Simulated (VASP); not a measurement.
Write the native input for VASP 6.6.1 that does the following.

```
Task                   : single point
Functional             : r2SCAN
Potentials or basis    : VASP PAW PBE potentials, release 64 (La, Ru_pv, O)
Cutoff                 : 520 eV
k mesh                 : 5 × 5 × 5
Occupations            : fermi-dirac, width 0.1 eV
Spin                   : no spin polarisation
Dipole correction      : no
Further INCAR settings : ALGO = Normal; EDIFF = 1e-06; NBANDS = 39
```

The system is La2RuO4.

```
La Ru O
1.0
     0.00000    3.85360    0.00000
     3.85360    0.00000    0.00000
     1.92680    1.92680   -6.34133
La Ru O
2 1 4
Direct
  0.35260 0.35260 0.29480
  0.64740 0.64740 0.70520
  0.00000 0.00000 0.00000
  0.50000 0.00000 0.00000
  0.00000 0.50000 0.00000
  0.16250 0.16250 0.67500
  0.83750 0.83750 0.32500
```

The cell was built by a generator and needn't be a form met in nature.

One way to write it, as run:

POSCAR

```
La2RuO4
1.0
    0.0000000000      3.8536000000      0.0000000000
    3.8536000000      0.0000000000      0.0000000000
    1.9267995000      1.9267995000     -6.3413264500
La Ru O
2 1 4
Direct
    0.3526000000      0.3526000000      0.2948000000
    0.6474000000      0.6474000000      0.7052000000
    0.0000000000      0.0000000000      0.0000000000
    0.5000000000      0.0000000000      0.0000000000
    0.0000000000      0.5000000000      0.0000000000
    0.1625000000      0.1625000000      0.6750000000
    0.8375000000      0.8375000000      0.3250000000
```

INCAR.step1

```
ALGO = Normal ; EDIFF = 1E-4
ENCUT = 520 ; GGA = PE
ISMEAR = -1 ; LASPH = True
LCHARG = False ; LREAL = False
LWAVE = True ; NBANDS = 39
NELM = 100 ; PREC = Accurate
SIGMA = 0.1
```

INCAR.step2

```
ALGO = Normal ; EDIFF = 1E-6
ENCUT = 520 ; ISIF = 2
ISMEAR = -1 ; ISTART = 1
LASPH = True ; LCHARG = True
LELF = True ; LMIXTAU = True
LREAL = False ; LVHAR = True
LWAVE = False ; METAGGA = R2SCAN
NBANDS = 39 ; NELM = 100
PREC = Accurate ; SIGMA = 0.1
```

KPOINTS

```
k-points
0
Gamma
  5 5 5
```

Potentials or basis: VASP PAW PBE potentials, release 64 (La, Ru_pv, O).

Run with:

```console
$ cat potpaw_PBE.64/La/POTCAR potpaw_PBE.64/Ru_pv/POTCAR potpaw_PBE.64/O/POTCAR > POTCAR
$ cp INCAR.step1 INCAR
$ mpirun -np 1 vasp_std > vasp.out
$ cp INCAR.step2 INCAR
$ mpirun -np 1 vasp_std > vasp.out
```

It gave:

- Pressure: 7.3 GPa
- Largest force: 1.593 eV/Å
- Band gap on the k mesh: none (metal or under the smearing width)

Caveat: the PAW data sets were made with another functional, which shifts forces and pressure a little.

Wall time 4.4 min on 1 thread of Intel(R) Xeon(R) Platinum 8488C (Sapphire Rapids), on a shared host, peak memory 0.26 GiB.
